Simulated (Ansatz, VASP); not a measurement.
# VH in two plane-wave programs, part 2 of 2

Wanted: the spread between two codes on one cell, functional and k mesh. Of the first pair: The two relaxations start from unlike cells of this crystal (the structure described is Ansatz's start), so only their ends are compared.

VASP 6.6.1 and Ansatz 0.2.0.

So far: The starting structure; VASP: relaxation of cell and atoms, LDA, pair 1; Ansatz: relaxation of cell and atoms, LDA, pair 1; Side by side; Ansatz: relaxation of cell and atoms, LDA, pair 2.

### Step 6. VASP: relaxation of cell and atoms, LDA, pair 2

Level of this step: LDA, no spin polarisation; plane waves and PAW (V_sv, H) (VASP).

The same cell, functional (in two slightly different forms), mesh and smearing now go to VASP, with its own data sets.

File INCAR:

```
SYSTEM = VH
PREC = Accurate
ENCUT = 500
EDIFF = 1E-07
NELM = 120
ISMEAR = 1
SIGMA = 0.15
LREAL = .FALSE.
ALGO = Normal
GGA = CA
NBANDS = 13
LASPH = .TRUE.
LORBIT = 11
LWAVE = .FALSE.
LCHARG = .FALSE.
ISIF = 3
IBRION = 2
NSW = 80
EDIFFG = -0.005
GGA_COMPAT = .FALSE.
NELMIN = 4
KPAR = 2
```

File POSCAR:

```
VH
1.0
    0.0000000000      1.9343440000      1.9343440000
    1.9343440000      0.0000000000      1.9343440000
    1.9343440000      1.9343440000      0.0000000000
V H
1 1
Direct
    0.0000000000      0.0000000000      0.0000000000
    0.5000000000      0.5000000000      0.5000000000
```

File KPOINTS:

```
Automatic mesh
0
Gamma
16 16 16
0 0 0
```

PAW data sets: V_sv and H (LDA family, release 64).

On the command line:

```sh
$ mpirun -np 2 vasp_std
```

Numbers of over 12 decimals in the logs are rounded to 6 here.

The log of the run:

```text
[... set-up lines as in an earlier step ...]
 entering main loop
       N       E                     dE             d eps       ncg     rms          rms(c)
DAV:   1     0.940872972439E+02    0.94087E+02   -0.75450E+03  3770   0.119E+03
DAV:   2    -0.142534926664E+02   -0.10834E+03   -0.10463E+03  3905   0.328E+02
DAV:   3    -0.158774846400E+02   -0.16240E+01   -0.16205E+01  4125   0.459E+01
DAV:   4    -0.158843659019E+02   -0.68813E-02   -0.68811E-02  4235   0.323E+00
[...]
DAV:  11    -0.139230178758E+02   -0.18375E-06   -0.15868E-06  3975   0.140E-02    0.548E-03
DAV:  12    -0.139230174633E+02    0.41249E-06   -0.73619E-07  4045   0.145E-02    0.891E-04
DAV:  13    -0.139230174636E+02   -0.33538E-09   -0.10798E-08  1975   0.128E-03
   1 F= -.13923017E+02 E0= -.13922529E+02  d E =-.139230E+02
[...]
N       E                     dE             d eps       ncg     rms          rms(c)
DAV:   1    -0.139238179827E+02   -0.80052E-03   -0.11736E-02  3775   0.183E+00    0.321E-01
DAV:   2    -0.139230560113E+02    0.76197E-03   -0.19980E-03  3785   0.760E-01    0.700E-02
DAV:   3    -0.139230374747E+02    0.18537E-04   -0.24634E-05  3840   0.769E-02    0.297E-02
DAV:   4    -0.139230298808E+02    0.75939E-05   -0.84530E-06  3905   0.299E-02    0.237E-03
DAV:   5    -0.139230298749E+02    0.58501E-08   -0.18040E-07  3902   0.386E-03
   2 F= -.13923030E+02 E0= -.13922540E+02  d E =-.124113E-04
 trial-energy change:   -0.000012  1 .order   -0.000012   -0.000046    0.000022
 step:   0.6859(harm=  0.6728)  dis= 0.00000  next Energy=   -13.923033 (dE=-0.159E-04)
[...]
N       E                     dE             d eps       ncg     rms          rms(c)
DAV:   1    -0.139231109895E+02   -0.81109E-04   -0.11478E-03  3775   0.571E-01    0.101E-01
DAV:   2    -0.139230355594E+02    0.75430E-04   -0.19604E-04  3785   0.238E-01    0.223E-02
DAV:   3    -0.139230337509E+02    0.18085E-05   -0.24315E-06  3840   0.242E-02    0.948E-03
DAV:   4    -0.139230332882E+02    0.46273E-06   -0.83201E-07  3905   0.939E-03    0.744E-04
DAV:   5    -0.139230332809E+02    0.72180E-08   -0.16750E-08  1920   0.120E-03
   3 F= -.13923033E+02 E0= -.13922544E+02  d E =-.158173E-04
[...]
reached required accuracy - stopping structural energy minimisation
```

OUTCAR, selected parts (step 6):

```text
  Total       -0.0000813     -0.0000813     -0.0000813     -0.0000000     -0.0000000      0.0000000
  in kB       -0.0089860     -0.0089860     -0.0089860     -0.0000000     -0.0000000      0.0000000
  external PRESSURE =      -0.0089860 kB  Pullay stress =       0.0000000 kB

 POSITION                                       TOTAL-FORCE (eV/Angst)
 -----------------------------------------------------------------------------------
      0.00000      0.00000      0.00000         0.000000     -0.000000     -0.000000
      1.93515      1.93515      1.93515        -0.000000      0.000000      0.000000
 -----------------------------------------------------------------------------------
    total drift:                                0.000000     -0.000000      0.000000

  FREE ENERGIE OF THE ION-ELECTRON SYSTEM (eV)
  ---------------------------------------------------
  free  energy   TOTEN  =       -13.9230332809 eV

  energy  without entropy=      -13.9215654625  energy(sigma->0) =      -13.92254401

[... 1 part as in an earlier step ...]

[... 3 further parts left out ...]
[key lines of the parts left out:]
E-fermi :  10.2521
```

### Step 7. Side by side

The two programs side by side:

```
                                         quantity  Ansatz   VASP  difference
                                      volume (Å³)   14.47  14.49     -0.14 %
edge a after relaxation, in the typed setting (Å)   2.736  2.737     -0.04 %
```

### Step 8. VASP: relaxation of cell and atoms, LDA, pair 3

The relaxed volume is the usual yardstick between codes: in a stiff, nearly cubic crystal its relative difference is about their pressure difference at one cell divided by the bulk modulus.

Edit INCAR of step 6 so:

```diff
@@ -5,4 +5,4 @@
 NELM = 120
-ISMEAR = 1
-SIGMA = 0.15
+ISMEAR = 0
+SIGMA = 0.1
 LREAL = .FALSE.
```

File POSCAR:

```
VH
1.0
    0.0000000000      1.9329830000      1.9329830000
    1.9329830000      0.0000000000      1.9329830000
    1.9329830000      1.9329830000      0.0000000000
V H
1 1
Direct
    0.0000000000      0.0000000000      0.0000000000
    0.5000000000      0.5000000000      0.5000000000
```

KPOINTS is that of step 6.

On the command line:

```sh
$ mpirun -np 2 vasp_std
```

The log of the run:

```text
[... set-up lines as in an earlier step ...]
 entering main loop
       N       E                     dE             d eps       ncg     rms          rms(c)
DAV:   1     0.943979935331E+02    0.94398E+02   -0.75227E+03  3791   0.120E+03
DAV:   2    -0.142880572819E+02   -0.10869E+03   -0.10520E+03  3910   0.327E+02
DAV:   3    -0.158765702155E+02   -0.15885E+01   -0.15847E+01  4145   0.456E+01
DAV:   4    -0.158834851422E+02   -0.69149E-02   -0.69148E-02  4205   0.323E+00
[...]
DAV:  11    -0.139269584791E+02   -0.64264E-07   -0.16122E-06  3960   0.136E-02    0.510E-03
DAV:  12    -0.139269581265E+02    0.35256E-06   -0.58680E-07  4065   0.128E-02    0.907E-04
DAV:  13    -0.139269581251E+02    0.14584E-08   -0.91597E-09  1925   0.114E-03
   1 F= -.13926958E+02 E0= -.13922510E+02  d E =-.139270E+02
[...]
N       E                     dE             d eps       ncg     rms          rms(c)
DAV:   1    -0.139333213291E+02   -0.63632E-02   -0.93759E-02  3770   0.517E+00    0.902E-01
[...]
DAV:   4    -0.139270511542E+02    0.57116E-04   -0.67142E-05  3910   0.840E-02    0.676E-03
DAV:   5    -0.139270510262E+02    0.12800E-06   -0.14395E-06  3925   0.109E-02    0.568E-03
DAV:   6    -0.139270508138E+02    0.21247E-06   -0.37961E-07  3935   0.623E-03    0.122E-03
DAV:   7    -0.139270508284E+02   -0.14631E-07   -0.11225E-08  1905   0.139E-03
   2 F= -.13927051E+02 E0= -.13922581E+02  d E =-.927033E-04
 trial-energy change:   -0.000093  1 .order   -0.000092   -0.000365    0.000180
 step:   0.6690(harm=  0.6690)  dis= 0.00000  next Energy=   -13.927080 (dE=-0.122E-03)
[...]
N       E                     dE             d eps       ncg     rms          rms(c)
DAV:   1    -0.139277676266E+02   -0.71681E-03   -0.10228E-02  3770   0.170E+00    0.300E-01
DAV:   2    -0.139271016161E+02    0.66601E-03   -0.17304E-03  3780   0.708E-01    0.655E-02
DAV:   3    -0.139270859138E+02    0.15702E-04   -0.20926E-05  3840   0.705E-02    0.281E-02
DAV:   4    -0.139270805724E+02    0.53414E-05   -0.73416E-06  3905   0.278E-02    0.224E-03
DAV:   5    -0.139270805362E+02    0.36177E-07   -0.15463E-07  3796   0.356E-03
   3 F= -.13927081E+02 E0= -.13922618E+02  d E =-.122411E-03
[...]
reached required accuracy - stopping structural energy minimisation
```

Parts of OUTCAR (step 8):

```text
  Total        0.0001058      0.0001058      0.0001058     -0.0000000      0.0000000      0.0000000
  in kB        0.0116938      0.0116938      0.0116938     -0.0000000      0.0000000      0.0000000
  external PRESSURE =       0.0116938 kB  Pullay stress =       0.0000000 kB

 POSITION                                       TOTAL-FORCE (eV/Angst)
 -----------------------------------------------------------------------------------
      0.00000      0.00000      0.00000         0.000000      0.000000      0.000000
      1.93520      1.93520      1.93520        -0.000000      0.000000     -0.000000
 -----------------------------------------------------------------------------------
    total drift:                               -0.000000     -0.000000      0.000000

  FREE ENERGIE OF THE ION-ELECTRON SYSTEM (eV)
  ---------------------------------------------------
  free  energy   TOTEN  =       -13.9270805362 eV

  energy  without entropy=      -13.9181560239  energy(sigma->0) =      -13.92261828

[... 2 parts as in an earlier step ...]

[... 2 further parts left out ...]
[key lines of the parts left out:]
E-fermi :  10.2509
```

### Step 9. Ansatz: relaxation of cell and atoms, LDA, pair 3

The same cell, functional (in two slightly different forms), mesh and smearing now go to Ansatz, which takes its cutoff from its data sets.

The cell is taken from a series of runs on this material, whose earlier steps may have relaxed, scaled, displaced or heated it; both programs get it as it stands.

File input.yaml:

```yaml
crystal:
  lattice:
    - [0.0, 1.932982659, 1.932982659]
    - [1.932982659, 0.0, 1.932982659]
    - [1.932982659, 1.932982659, 0.0]
  atoms:
    - { symbol: V, position: [0.0, 0.0, 0.0] }
    - { symbol: H, position: [0.5, 0.5, 0.5] }
kpoints:
  mp_grid: { grid: [16, 16, 16] }
hamiltonian:
  xc: lda
  pseudopotentials: { kind: nc }
scf:
  occupations: { method: gaussian, width: 0.1 }
output:
  forces: true
  stress: true
  eigenvalues: true
  write_density: true
  write_potential: true
  elf: true
  volumetric_format: npy
relax:
  adjacent_minimum: "off"
  f_tol: 0.005
  max_steps: 80
  cell: { stress_tol: 0.05 }
```

On the command line:

```sh
$ ansatz run input.yaml --threads 4 --pin off --max-ram 7168MiB --backend cpu --events-out ev --progress --plain --runs-dir out
```

The log of the run:

```text
[...]
Crystal: 2 atoms, lattice volume = 14.445 Å³
Basis set: ecut = 1142.878222 eV, 1243 PW (Γ)
Bands: 11, of which v1, the nominal top of the filled ones, is band 7 counted from 1 (6 counted from 0)
Symmetry: 48 space group operations
[...]
k-points: 145 of 4096
[...]
k-point 144: bands = [... 3 lower, -20.7055, 9.9210, 15.3537, 15.3537, 17.6737, 19.9877, 23.1702, 24.7574]
--- Relaxed structure (3 steps of the walk, 3 accepted, 1 SCFs on fresh bases) ---
[...]
cell:  # Å, volume = 14.4754 Å³
    - [0, 1.934344, 1.934344]
    - [1.934344, 0, 1.934344]
    - [1.934344, 1.934344, 0]
  atoms:
    - { symbol: V, position: [0, 0, 0] }
    - { symbol: H, position: [0.5, 0.5, 0.5] }
[key lines of the parts left out:]
SCF converged after 4 iterations
Free energy (F): -2023.274034 eV
Fermi energy:    16.811235 eV
P = ⅓ Tr σ = 0.0000 GPa (0.000 kbar)
```

### Step 10. Comparison

The two programs side by side:

```
                                         quantity  Ansatz   VASP  difference
                                      volume (Å³)   14.48  14.49     -0.13 %
edge a after relaxation, in the typed setting (Å)   2.736  2.737     -0.04 %
```

### Step 11. Results

```yaml
difference_in_volume_relaxation_of_cell_and_atoms_lda_pair_1: -0.019 %
difference_in_volume_relaxation_of_cell_and_atoms_lda_pair_2: -0.14 %
difference_in_volume_relaxation_of_cell_and_atoms_lda_pair_3: -0.13 %
```

What this shows: The difference in volume is -0.14 % (relaxation of cell and atoms, LDA, pair 2), within the 1.2 % picked in this series as the mark of a large difference, as far as the stopping tolerances let one tell. 1 further run of this series is not shown here. How closely two codes agree says nothing of how well the functional describes the real material.

[Lines on the potential files, build, host, timing and source positions are cut from VASP's logs without a mark.]

[Logs are printed without paths, hosts, clocks, repeated set-up lines and the standing remarks that a program may print on its own settings, such as how far it seeks lower states.]

[Hosts, paths, dates, database ids (printed as entryN), source tags and the programs' standing remarks are cut or masked in the printed files.]
